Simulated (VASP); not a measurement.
# SiH₂Cl₂: training a force field on the fly

SiH₂Cl₂, molecule in box, 5 atoms in the cell. PBE, machine-learned force field trained on the fly; PAW potentials Cl, Si, H (PBE set).

## Input

INCAR.step1:
```
PREC = Normal
ENCUT = 260
EDIFF = 1E-5
LREAL = False
ALGO = Fast
NELMIN = 4
NELM = 100
ISYM = 0
ISMEAR = 0
SIGMA = 0.05
LWAVE = False
LCHARG = False
IBRION = 0
ISIF = 2
TEBEG = 300
POTIM = 0.7
RANDOM_SEED = 487879 0 0
MDALGO = 1
ANDERSEN_PROB = 0.1
NSW = 160
ML_LMLFF = True
ML_MODE = train
ML_CTIFOR = 1E-6
ML_WTSIF = 1E-10
ML_NMDINT = 1
ML_ICRITERIA = 0
```

INCAR.step2:
```
PREC = Normal
ENCUT = 260
EDIFF = 1E-5
LREAL = False
ALGO = Fast
NELMIN = 4
NELM = 100
ISYM = 0
ISMEAR = 0
SIGMA = 0.05
LWAVE = False
LCHARG = False
IBRION = 0
ISIF = 2
TEBEG = 180
POTIM = 0.7
RANDOM_SEED = 27343 0 0
MDALGO = 3
LANGEVIN_GAMMA = 10 10 10
NSW = 2500
TEEND = 375
ML_LMLFF = True
ML_MODE = train
ML_CTIFOR = 0.02
ML_WTSIF = 1E-10
ML_NMDINT = 2
```

INCAR.step3:
```
PREC = Normal
ENCUT = 260
EDIFF = 1E-5
LREAL = False
ALGO = Fast
NELMIN = 4
NELM = 100
ISYM = 0
ISMEAR = 0
SIGMA = 0.05
LWAVE = False
LCHARG = False
ML_LMLFF = True
ML_MODE = refit
ML_WTSIF = 1E-10
```

INCAR.step4:
```
PREC = Normal
ENCUT = 260
ISYM = 0
ISMEAR = 0
SIGMA = 0.05
LWAVE = False
LCHARG = False
ML_LMLFF = True
ML_MODE = run
NWRITE = 2
IBRION = -1
NSW = 0
```

INCAR.step5:
```
PREC = Normal
ENCUT = 260
EDIFF = 1E-5
LREAL = False
ALGO = Fast
NELMIN = 4
NELM = 100
ISYM = 0
ISMEAR = 0
SIGMA = 0.05
LWAVE = False
LCHARG = False
```

INCAR.step6:
```
PREC = Normal
ENCUT = 260
ISYM = 0
ISMEAR = 0
SIGMA = 0.05
LWAVE = False
LCHARG = False
ML_LMLFF = True
ML_MODE = run
NWRITE = 0
IBRION = 2
NSW = 300
EDIFFG = -2E-4
ISIF = 2
```

INCAR.step9, as INCAR.step6 but for:
```
- IBRION = 2
- NSW = 300
- EDIFFG = -2E-4
- ISIF = 2
+ IBRION = 5
+ NFREE = 2
+ POTIM = 0.01
+ NSW = 1
```

KPOINTS:
```
k-points
0
Gamma
  1 1 1
```

POSCAR.step1:
```
SiH2Cl2
1.0
    8.5000000000      0.0000000000      0.0000000000
    0.0000000000      9.0000000000      0.0000000000
    0.0000000000      0.0000000000      9.0000000000
Cl Si H
2 1 2
Direct
    0.3569058800      0.4654777700      0.6629611100
    0.3847764700      0.6421666700      0.3370388900
    0.4948941200      0.5012222300      0.4809388900
    0.5202117600      0.3578333300      0.4051277800
    0.6430941200      0.5710333300      0.5300833300
```

Commands (each step's output is kept before the next begins):
```
cat potpaw_PBE.64/Cl/POTCAR potpaw_PBE.64/Si/POTCAR potpaw_PBE.64/H/POTCAR > POTCAR
cp INCAR.step1 INCAR
cp POSCAR.step1 POSCAR
mpirun -np 4 vasp_gam > vasp.out
cp ML_ABN ../ML_AB
cp CONTCAR POSCAR
cp ../ML_AB ML_AB
cp INCAR.step2 INCAR
mpirun -np 4 vasp_gam > vasp.out
cp ML_ABN ../ML_AB
cp CONTCAR POSCAR
cp ../ML_AB ML_AB
cp INCAR.step3 INCAR
mpirun -np 4 vasp_gam > vasp.out
cp ML_FFN ../ML_FF
cp ../ML_FF ML_FF
rm ML_AB
cp INCAR.step4 INCAR
mpirun -np 4 vasp_gam > vasp.out
cp INCAR.step5 INCAR
mpirun -np 4 vasp_gam > vasp.out
cp INCAR.step6 INCAR
mpirun -np 4 vasp_gam > vasp.out
cp CONTCAR ../POSCAR.min
cp CONTCAR POSCAR
cp INCAR.step5 INCAR
mpirun -np 4 vasp_gam > vasp.out
cp INCAR.step4 INCAR
mpirun -np 4 vasp_gam > vasp.out
cp INCAR.step9 INCAR
mpirun -np 4 vasp_gam > vasp.out
# HESSEMAT: energy, positions and Cartesian Hessian from this step
cp HESSEMAT ../HESSEMAT
```

## Result

- Force error of the fit (eV/Å): 0.002
- Energy error of the fit (eV/atom): 0.0000

The training runs are MD at 180 to 375 K, 1.9 ps in all.

Between the relaxed minimum and a frame of the training run, the force field gives 0.144 eV and DFT 0.132 eV.

ML_LOGFILE.step1:
```
# STATUS This line describes the overall status of each step.
# STATUS
# STATUS nstep ..... MD time step or input structure counter
# STATUS state ..... One-word description of step action
# STATUS             - "accurate"  (1) : Errors are low, force field is used
# STATUS             - "threshold" (2) : Errors exceeded threshold, structure is sampled from ab initio
# STATUS             - "learning"  (3) : Stored configurations are used for training force field
# STATUS             - "critical"  (4) : Errors are high, ab initio sampling and learning is enforced
# STATUS             - "predict"   (5) : Force field is used in prediction mode only, no error checking
# STATUS             - "predfast"  (6) : Prediction mode only, no error checking, no error estimates
# STATUS             - "interval"  (7) : Errors exceeded threshold, but too close to last sampling (ML_NMDINT)
# STATUS is ........ Integer representation of above one-word description (integer in parenthesis)
# STATUS doabin .... Perform ab initio calculation (T/F)
# STATUS iff ....... Force field available (T/F, False after startup hints to possible convergence problems)
[... 34 lines left out ...]
BEEF                  157   4.04398819E-06   1.61871217E-03   8.19413603E-04   1.00000000E-06   5.27819418E-02   2.94141451E-02
BEEF                  158   3.97631521E-06   1.61230172E-03   8.11664997E-04   1.00000000E-06   5.13904769E-02   2.88520244E-02
BEEF                  159   3.92764259E-06   1.68841433E-03   8.29252969E-04   1.00000000E-06   5.05197428E-02   2.85064924E-02
BEEF                  160   3.85116426E-06   1.77178822E-03   8.48884185E-04   1.00000000E-06   4.95072997E-02   2.81095356E-02
ERR                   157   4.41621886E-05   4.76929385E-03   1.90615992E+00
ERR                   158   4.29840510E-05   4.75944936E-03   1.90668428E+00
ERR                   159   4.31207961E-05   4.77610716E-03   1.94605014E+00
ERR                   160   4.31957438E-05   4.75708982E-03   1.92938950E+00
```

ML_LOGFILE.step2:
```
# STATUS This line describes the overall status of each step.
# STATUS
# STATUS nstep ..... MD time step or input structure counter
# STATUS state ..... One-word description of step action
# STATUS             - "accurate"  (1) : Errors are low, force field is used
# STATUS             - "threshold" (2) : Errors exceeded threshold, structure is sampled from ab initio
# STATUS             - "learning"  (3) : Stored configurations are used for training force field
# STATUS             - "critical"  (4) : Errors are high, ab initio sampling and learning is enforced
# STATUS             - "predict"   (5) : Force field is used in prediction mode only, no error checking
# STATUS             - "predfast"  (6) : Prediction mode only, no error checking, no error estimates
# STATUS             - "interval"  (7) : Errors exceeded threshold, but too close to last sampling (ML_NMDINT)
# STATUS is ........ Integer representation of above one-word description (integer in parenthesis)
# STATUS doabin .... Perform ab initio calculation (T/F)
# STATUS iff ....... Force field available (T/F, False after startup hints to possible convergence problems)
[... 31 lines left out ...]
SPRSC                1212       165       165 Cl        62        59 Si        45        43 H         74        74
BEEF                 2497   3.54766670E-05   7.71022123E-03   3.66489477E-03   2.00000000E-02   5.39848383E-02   3.50144955E-02
BEEF                 2498   3.53610542E-05   7.71577325E-03   3.63861940E-03   2.00000000E-02   5.44698539E-02   3.50556802E-02
BEEF                 2499   3.53236700E-05   7.82339106E-03   3.64919185E-03   2.00000000E-02   5.50037694E-02   3.51646560E-02
BEEF                 2500   3.50680773E-05   7.93226155E-03   3.65716790E-03   2.00000000E-02   5.53075812E-02   3.51779482E-02
ERR                     0   4.27137684E-05   4.75293251E-03   1.93834004E+00
ERR                  1212   6.78113576E-05   5.16005516E-03   1.96178871E+00
```

ML_LOGFILE.step3:
```
# STATUS This line describes the overall status of each step.
# STATUS
# STATUS nstep ..... MD time step or input structure counter
# STATUS state ..... One-word description of step action
# STATUS             - "accurate"  (1) : Errors are low, force field is used
# STATUS             - "threshold" (2) : Errors exceeded threshold, structure is sampled from ab initio
# STATUS             - "learning"  (3) : Stored configurations are used for training force field
# STATUS             - "critical"  (4) : Errors are high, ab initio sampling and learning is enforced
# STATUS             - "predict"   (5) : Force field is used in prediction mode only, no error checking
# STATUS             - "predfast"  (6) : Prediction mode only, no error checking, no error estimates
# STATUS             - "interval"  (7) : Errors exceeded threshold, but too close to last sampling (ML_NMDINT)
# STATUS is ........ Integer representation of above one-word description (integer in parenthesis)
# STATUS doabin .... Perform ab initio calculation (T/F)
# STATUS iff ....... Force field available (T/F, False after startup hints to possible convergence problems)
[... 20 lines left out ...]
# BEEF bee_ave_stress ... Bayesian error estimate of stresses (average) (kB)
# BEEF              nstep       bee_energy    bee_max_force    bee_ave_force        threshold   bee_max_stress   bee_ave_stress
# BEEF                  2                3                4                5                6                7                8
# SPRSC This line shows the results of sparsification regarding the number
# SPRSC of reference structures and local reference configurations.
# SPRSC
STATUS                  0  learning  3      T      F         0         0
STATUS                  1  accurate  1      F      T         1         1
SPRSC                   0       165       165 Cl        59        59 Si        43        43 H         74        74
ERR                     0   2.92823649E-05   2.40045441E-03   2.12142179E+00
```

Limits: the nuclei move classically.

VASP 6.6.1 took 145 s on 4 cores (Intel Xeon Platinum 8488C (Sapphire Rapids)), a shared host.
